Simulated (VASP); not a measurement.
Data:

```
SrTiO3
1.0
    3.93455     0.00000     0.00000
    0.00000     3.93455     0.00000
    0.00000     0.00000     3.93455
Sr Ti O
1 1 3
Direct
  0.00000   0.00000   0.00000
  0.50000   0.50000   0.50000
  0.50000   0.00000   0.50000
  0.00000   0.50000   0.50000
  0.50000   0.50000   0.00000
```

Level of theory: PBEsol GGA, VASP's PBE PAW potentials (set 64) (plane waves; VASP). Run with 520 eV cut-off, 7×7×7 Γ-centred mesh, Gaussian smearing of 0.050 eV, potentials Sr_sv Ti_sv O.

Q: Give the stress tensor in GPa (positive for a compressed cell).

A: 
```
-5.14   0.00   0.00
 0.00  -5.14   0.00
 0.00   0.00  -5.14
```
The pressure is its mean diagonal, -5.14 GPa.

The compound is SrTiO3 in the cubic perovskite structure, the ideal cubic form; the compound distorts at low or room temperature. This cell is one point of a volume scan, at 1.03 of the reference volume.
